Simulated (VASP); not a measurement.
All values below come from PBEsol GGA, VASP's PBE PAW potentials (set 64) (plane waves; VASP).

The input files of a VASP run:

### POSCAR
```
WSe2
1
    1.5922351754    -2.7578314989     0.0000000000
    1.5922351754     2.7578314989     0.0000000000
    0.0000000000     0.0000000000    12.0666927069
W Se
2 4
Direct
  0.3333330000   0.6666670000   0.2500000000
  0.6666670000   0.3333330000   0.7500000000
  0.3333330000   0.6666670000   0.8901213817
  0.6666670000   0.3333330000   0.3901213817
  0.6666670000   0.3333330000   0.1098786183
  0.3333330000   0.6666670000   0.6098786183
```

### INCAR
```
# general
SYSTEM =WSe2
PREC   =Accurate
ENCUT  =500
LREAL  =F
LASPH  =T

# electronic loop
EDIFF  =1E-6
NELM   =100
ALGO   =Normal
LMAXMIX=6

# smearing
ISMEAR =0
SIGMA  =0.05

# functional
GGA    =PS

# ions
IBRION =2
NSW    =40
ISIF   =3
EDIFFG =-0.02
PSTRESS=100

# output
LWAVE  =F
LCHARG =F
```

File KPOINTS:
```
K-points
0
G
8 8 2
0 0 0
```

POTCAR, in this order: W_sv Se (PBE.64 set). Program: vasp_std.

The run wrote:

OSZICAR:
```
       N       E                     dE             d eps       ncg     rms          rms(c)
DAV:   1     0.511101832604E+03    0.51110E+03   -0.27890E+04  1400   0.162E+03
DAV:   2    -0.132936087911E+02   -0.52440E+03   -0.51310E+03  1444   0.439E+02
DAV:   3    -0.470890357768E+02   -0.33795E+02   -0.33291E+02  1530   0.978E+01
DAV:   4    -0.478920567374E+02   -0.80302E+00   -0.80040E+00  1517   0.150E+01
DAV:   5    -0.479060870556E+02   -0.14030E-01   -0.14025E-01  1550   0.196E+00    0.342E+01
DAV:   6    -0.465207594616E+02    0.13853E+01   -0.71561E+00  1443   0.158E+01    0.132E+01
DAV:   7    -0.463128491221E+02    0.20791E+00   -0.36393E+00  1464   0.784E+00    0.549E+00
DAV:   8    -0.461557827971E+02    0.15707E+00   -0.75562E-01  1503   0.473E+00    0.126E+00
DAV:   9    -0.461572377448E+02   -0.14549E-02   -0.56580E-02  1570   0.118E+00    0.798E-01
DAV:  10    -0.461551712891E+02    0.20665E-02   -0.15372E-02  1555   0.805E-01    0.109E-01
DAV:  11    -0.461551797266E+02   -0.84375E-05   -0.10757E-03  1535   0.202E-01    0.116E-01
DAV:  12    -0.461551581336E+02    0.21593E-04   -0.53923E-05  1536   0.452E-02    0.609E-02
DAV:  13    -0.461551550774E+02    0.30562E-05   -0.49457E-05  1543   0.396E-02    0.727E-03
DAV:  14    -0.461551548272E+02    0.25020E-06   -0.17408E-06   988   0.917E-03
   1 F= -.39540874E+02 E0= -.39540874E+02  d E =-.395409E+02
```

OUTCAR:
```
------------------------ aborting loop because EDIFF is reached ----------------------------------------
  FORCE on cell =-STRESS in cart. coord.  units (eV):
  Direction    XX          YY          ZZ          XY          YZ          ZX
  --------------------------------------------------------------------------------------
  Total        6.6517895      6.6517861      6.5379861      0.0000000      0.0000000      0.0000000
  in kB      100.5670920    100.5670393     98.8465209      0.0000000      0.0000000      0.0000000
  external PRESSURE =      -0.0064493 kB  Pullay stress =     100.0000000 kB
  volume of cell :      105.97
      direct lattice vectors                 reciprocal lattice vectors
     1.592235175 -2.757831499  0.000000000     0.314023963 -0.181301867  0.000000000
     1.592235175  2.757831499  0.000000000     0.314023963  0.181301867  0.000000000
     0.000000000  0.000000000 12.066692707     0.000000000  0.000000000  0.082872749
 POSITION                                       TOTAL-FORCE (eV/Angst)
 -----------------------------------------------------------------------------------
      1.59224      0.91928      3.01667         0.000000     -0.000000      0.000000
      1.59224     -0.91928      9.05002        -0.000000      0.000000      0.000000
      1.59224      0.91928     10.74082        -0.000000     -0.000000     -0.013398
      1.59224     -0.91928      4.70747         0.000000      0.000000     -0.013398
      1.59224     -0.91928      1.32587        -0.000000      0.000000      0.013398
      1.59224      0.91928      7.35922        -0.000000     -0.000000      0.013398
 -----------------------------------------------------------------------------------
    total drift:                                0.000000      0.000997     -0.000035
  FREE ENERGIE OF THE ION-ELECTRON SYSTEM (eV)
  ---------------------------------------------------
  free  energy   TOTEN  =       -46.1551548272 eV

  energy  without entropy=      -46.1551548272  energy(sigma->0) =      -46.15515483
  enthalpy is  TOTEN    =       -39.5408743370 eV   P V=        6.6142804902

 reached required accuracy - stopping structural energy minimisation
```
(Selected blocks of OUTCAR.)

Without a dispersion term in the relaxation, distances and binding between the weakly bound layers, chains or molecules are unreliable, and so is what depends on them.

The compound is WSe2 in the 2H layered structure. It was relaxed first under an external pressure of 10 GPa.
